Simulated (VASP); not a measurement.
Data:

```
CELL_PARAMETERS angstrom
      0.00000     2.72052     2.72052
      2.72052     0.00000     2.72052
      2.72052     2.72052     0.00000
ATOMIC_POSITIONS crystal
  Zn 0.00000 0.00000 0.00000
  S  0.25000 0.25000 0.25000
```

These are PBE GGA, VASP's PBE PAW potentials (set 64) (plane waves; VASP) values and carry that method's errors. Run with 400 eV cut-off, 11×11×11 Γ-centred mesh, Gaussian smearing of 0.010 eV, potentials Zn S.

**Question.** What does the run give for the energy per atom (σ→0), band gap (on the k-mesh) with the smallest direct gap where there is one?

**Answer.** 
```
Property                                      Value
-----------------------------------  --------------
band gap (on the k-mesh)                    2.02 eV
smallest direct gap (on the k-mesh)         2.02 eV
energy per atom (σ→0)                -3.426 eV/atom
```

Total energies compare only between runs with the same potentials, cut-off and functional.

The compound is ZnS in the zinc blende structure. It was relaxed first.
